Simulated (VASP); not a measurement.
The system is K.

```
K
1.0
    -2.61250    2.61250    2.61250
     2.61250   -2.61250    2.61250
     2.61250    2.61250   -2.61250
K
1
Direct
  0.00000 0.00000 0.00000
```

| Item | Value |
| --- | --- |
| Program | VASP 6.6.1 |
| Task | relaxation of cell and atoms |
| Functional | LDA |
| Potentials or basis | VASP PAW LDA potentials, release 64 (K_sv) |
| Cutoff | 600 eV |
| k mesh | 10 × 10 × 10 |
| Occupations | methfessel-paxton, width 0.1 eV |
| Spin | no spin polarisation |

At the start: pressure -0.4 GPa; volume 71.32 Å³/atom.

Where does the relaxation end?

Over 5 steps the energy falls by 9.4 meV/atom and the volume is 64.29 Å³/atom (-9.9 %); space group Im-3m (No. 229, to 0.05 Å).

The path:
```tsv
step	energy change (eV)	largest force (eV/Å)	pressure (GPa)	volume (Å³)
1	0.0000	0.0000	-0.39	71.32
2	-0.0039	0.0000	-0.31	69.56
3	-0.0084	0.0000	-0.15	66.41
4	-0.0059	0.0000	0.31	60.38
5	-0.0094	0.0000	-0.01	64.29
```

Final structure:
```yaml
crystal:
  lattice:
    - [-2.52360, 2.52360, 2.52360]
    - [2.52360, -2.52360, 2.52360]
    - [2.52360, 2.52360, -2.52360]
  atoms:
    - { symbol: K, position: [0.00000, 0.00000, 0.00000] }
```
